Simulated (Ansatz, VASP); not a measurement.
# Ti6AlSiC4 (Ti3Al0.5Si0.5C2, 312 MAX phase) in two plane-wave programs, part 2 of 2

Wanted: the spread between two codes on one cell, functional and k mesh. The cell is invented: As first built, before any earlier steps moved the atoms (in the runner's words): 2x2x1 conventional cells of the Ti3AlC2 type (48 atoms: 16 C, 4 Al, 4 Si, 24 Ti); Al/Si share their sites, the best of 600 random draws by like-pair counts in two shells; start lattice by linear mixing of the end members' cells; atoms moved at random by 0.02 A. It may not be a known or stable phase. The structure shown is the start of the Ansatz relaxation below; VASP solves that cell, so the two are compared at the walk's first step.

VASP 6.6.1 and Ansatz 0.2.0.

So far: Set-up; Ansatz: relaxation, LDA.

## (3) VASP: single point, LDA, start cell

Level of this step: LDA; plane waves and PAW (C, Al, Si, Ti_sv); invented cell (VASP).

The same cell, functional (in two slightly different forms), mesh and smearing now go to VASP, with its own data sets.

Lines of VASP's logs that name or quote its potential files are left out, and so is its time.

INCAR reads:

```
SYSTEM = Ti6AlSiC4
PREC = Accurate
ENCUT = 520
EDIFF = 1E-06
NELM = 120
ISMEAR = 1
SIGMA = 0.15
LREAL = Auto
ALGO = Normal
GGA = PW92
NBANDS = 224
LASPH = .TRUE.
LORBIT = 11
LWAVE = .FALSE.
LCHARG = .FALSE.
ISIF = 2
GGA_COMPAT = .FALSE.
KPAR = 8
```

POSCAR reads:

```
Ti6AlSiC4
1.0
    6.1295000000      0.0000000000      0.0000000000
   -3.0647500000      5.3083000000      0.0000000000
    0.0000000000      0.0000000000     18.1767500000
C Al Si Ti
16 4 4 24
Direct
    0.1693043219      0.3342689750      0.5692601813
    0.3384776778      0.1690183298      0.0691707814
    0.1613001829      0.3309534126      0.9310905415
    0.3404568835      0.1727483375      0.4290480972
    0.1681055276      0.8385358778      0.5703384819
    0.3333365073      0.6616807641      0.0696879255
    0.1659464503      0.8319989450      0.9294400814
    0.3310885945      0.6728142720      0.4300603793
    0.6639681207      0.3374149916      0.5701789374
    0.8353447829      0.1659665053      0.0692478028
    0.6648932666      0.3346645819      0.9307714525
    0.8362282089      0.1691690372      0.4312377075
    0.6695984407      0.8371983498      0.5713397610
    0.8342782545      0.6664845619      0.0696494148
    0.6599561185      0.8275719157      0.9313821228
    0.8324233952      0.6647325886      0.4316778302
    0.0034839222      0.0003767685      0.7511518836
    0.0002810461      0.5015164930      0.2520472582
    0.5031979643      0.9991522710      0.2508204162
    0.5039160310      0.4997645197      0.2495990757
    0.0058628685      0.9991145941      0.2486198028
    0.0051480242      0.5089011548      0.7507777793
    0.4995007670      0.9921820545      0.7495014235
    0.5037274654      0.4988979523      0.7515810032
    0.0029210288      0.0019591960      0.0019915551
    0.9981277455      0.9987189872      0.5002599475
    0.1648667511      0.3274494659      0.1305018774
    0.3344539740      0.1665504964      0.6298320657
    0.1683489385      0.3383945896      0.3712214780
    0.3347127475      0.1638377635      0.8708377460
    0.0001388022      0.4969575947      0.9994195882
    0.0025976281      0.5046813481      0.5009806484
    0.1708513208      0.8349565774      0.1301277731
    0.3393412644      0.6677844131      0.6296175059
    0.1654486189      0.8262720645      0.3710289243
    0.3367468059      0.6699696701      0.8707827307
    0.5025932872      0.9980408040      0.9999422339
    0.5035466908      0.9953469096      0.5000398861
    0.6665788447      0.3334024076      0.1285323284
    0.8339732732      0.1630277113      0.6276589599
    0.6665013641      0.3292014393      0.3715185608
    0.8325820332      0.1644217546      0.8707222138
    0.5009745956      0.5020062920      0.9993975821
    0.4970320038      0.4949042066      0.4997813140
    0.6606993443      0.8334306652      0.1285708391
    0.8429099669      0.6717404819      0.6289023065
    0.6705920450      0.8346174858      0.3698020823
    0.8277710596      0.6710246218      0.8714814254
```

KPOINTS reads:

```
Automatic mesh
0
Gamma
5 5 1
0 0 0
```

The projector-augmented-wave data sets are C, Al, Si and Ti_sv (LDA family, release 64).

The run is started by

```bash
$ mpirun -np 8 vasp_std
```

Numbers of over 12 decimals in the logs are rounded to 6 here.

Log:

```text
[banner, memory and clock lines left out]
running    8 mpi-ranks, on    1 nodes
[...]
|                                                                             |
|           W    W    AA    RRRRR   N    N  II  N    N   GGGG   !!!           |
|           W    W   A  A   R    R  NN   N  II  NN   N  G    G  !!!           |
|           W    W  A    A  R    R  N N  N  II  N N  N  G       !!!           |
|           W WW W  AAAAAA  RRRRR   N  N N  II  N  N N  G  GGG   !            |
|           WW  WW  A    A  R   R   N   NN  II  N   NN  G    G                |
|           W    W  A    A  R    R  N    N  II  N    N   GGGG   !!!           |
|                                                                             |
|     For optimal performance we recommend to set                             |
|       NCORE = 2 up to number-of-cores-per-socket                            |
|     NCORE specifies how many cores store one orbital (NPAR=cpu/NCORE).      |
|     This setting can greatly improve the performance of VASP for DFT.       |
[...]
|                                                                             |
|     You enforced a specific xc type in the INCAR file but a different       |
|     [... a line on the potential file left out ...]
|     I HOPE YOU KNOW WHAT YOU ARE DOING!                                     |
|                                                                             |

 LDA part: xc-table for (Slater(with rela. corr.)+PW92), standard interpolation
 POSCAR, INCAR and KPOINTS ok, starting setup
[...]
entering main loop
       N       E                     dE             d eps       ncg     rms          rms(c)
DAV:   1     0.573183644815E+04    0.57318E+04   -0.17651E+05  5824   0.200E+03
DAV:   2     0.531570097248E+03   -0.52003E+04   -0.50723E+04  5824   0.650E+02
DAV:   3    -0.417661950082E+03   -0.94923E+03   -0.91736E+03  8216   0.233E+02
DAV:   4    -0.548599880065E+03   -0.13094E+03   -0.12991E+03  8360   0.771E+01
[...]
DAV:  21    -0.449394774147E+03   -0.21613E-05   -0.85895E-05  8336   0.392E-02    0.125E-02
DAV:  22    -0.449394773510E+03    0.63630E-06   -0.19876E-05  7952   0.249E-02    0.759E-03
DAV:  23    -0.449394773349E+03    0.16152E-06   -0.83307E-06  6920   0.145E-02
   1 F= -.44939477E+03 E0= -.44940276E+03  d E =0.239714E-01
```

From OUTCAR (step 3):

```text
  Total      -26.0356816    -26.4514323    -26.3622325      0.2739195      0.3505087     -0.3826113
  in kB      -70.5314467    -71.6577279    -71.4160828      0.7420561      0.9495386     -1.0365054
  external PRESSURE =     -71.2017525 kB  Pullay stress =       0.0000000 kB

 POSITION                                       TOTAL-FORCE (eV/Angst)
 -----------------------------------------------------------------------------------
      0.01330      1.77440     10.34730        -0.069780     -0.035088      0.324010
      1.55670      0.89720      1.25730        -0.305739     -0.312864      0.407761
     -0.02560      1.75680     16.92420         0.504329      0.148010     -0.491277
      1.55740      0.91700      7.79870        -0.434382     -0.757074      0.083578
     -1.53950      4.45120     10.36690         0.551689     -0.334743     -0.036849
      0.01530      3.51240      1.26670        -0.350694      0.221847      0.220346
     -1.53270      4.41650     16.89420         0.003060      0.055498      0.118354
     -0.03260      3.57150      7.81710         0.867768     -0.541587      0.040312
      3.03570      1.79110     10.36400         0.674006     -0.333288      0.205803
      4.61160      0.88100      1.25870        -0.169235     -0.005496      0.369265
      3.04980      1.77650     16.91840         0.306228     -0.136109     -0.442267
      4.60720      0.89800      7.83850         0.067508     -0.257902     -0.354872
      1.53850      4.44410     10.38510         0.158361     -0.546161     -0.425139
      3.07110      3.53790      1.26600         0.015628      0.133970      0.371302
[...]
-----------------------------------------------------------------------------------
    total drift:                                0.028019     -0.055315      0.055902

  FREE ENERGIE OF THE ION-ELECTRON SYSTEM (eV)
  ---------------------------------------------------
  free  energy   TOTEN  =      -449.3947733487 eV

  energy  without entropy=     -449.4187447062  energy(sigma->0) =     -449.40276380

[... 2 further parts left out ...]
```

The k-mesh is coarse for a metal.

The run ends at a pressure of -7.12 GPa, with forces up to 1.2 eV/Å.

## (4) Comparison

Known differences besides the potentials themselves: the cutoff is 420 eV in Ansatz and 520 eV in VASP (PREC = Accurate, projectors in real space); VASP's log shows a relativistic correction to its local exchange, Ansatz's none. Total energies have different zeros and are not compared.

Forces on 9 of the 48 atoms, those with the largest forces and the largest differences (eV/Å; atoms numbered as in POSCAR):

| atom | Ansatz x, y, z | VASP x, y, z |
| --- | --- | --- |
| C4 | -0.424, -0.748, 0.079 | -0.434, -0.757, 0.084 |
| C8 | 0.862, -0.538, 0.032 | 0.868, -0.542, 0.040 |
| Ti28 | 0.120, 0.313, 0.034 | 0.115, 0.316, 0.066 |
| Ti35 | -0.626, 0.943, 0.237 | -0.627, 0.950, 0.212 |
| Ti36 | -0.429, -0.507, -0.575 | -0.426, -0.503, -0.603 |
| Ti38 | -0.633, 0.600, 0.016 | -0.636, 0.604, 0.020 |
| Ti40 | -0.315, 0.819, 0.731 | -0.308, 0.823, 0.763 |
| Ti47 | 0.134, 0.020, 0.629 | 0.131, 0.021, 0.596 |
| Ti48 | 0.683, -0.531, -0.170 | 0.684, -0.538, -0.200 |

The forces differ by 10 meV/Å r.m.s., which is 2.9 % of the r.m.s. force of 0.354 eV/Å (both taken over all components).

## (5) What came out

```json
{
 "r.m.s. force difference (single point, LDA, start cell)": "2.9 % of the r.m.s. force"
}
```

**Reading.** The r.m.s. force difference is 2.9 % of the r.m.s. force (single point, LDA, start cell), at about the 3 % picked in this series as the mark of a large difference. VASP runs on this material, other cells of it included, that failed, so that no pair exists: single point, LDA (timeout). Such differences can come from data sets, numerical settings and the points named under the comparisons, not from the functional's error against experiment.

[Lines on the potential files, build, host, timing and source positions are cut from VASP's logs without a mark.]

[Logs are printed without paths, hosts, clocks, repeated set-up lines and the standing remarks that a program may print on its own settings, such as how far it seeks lower states.]

[Hosts, paths, dates, database ids (printed as entryN), source tags and the programs' standing remarks are cut or masked in the printed files.]
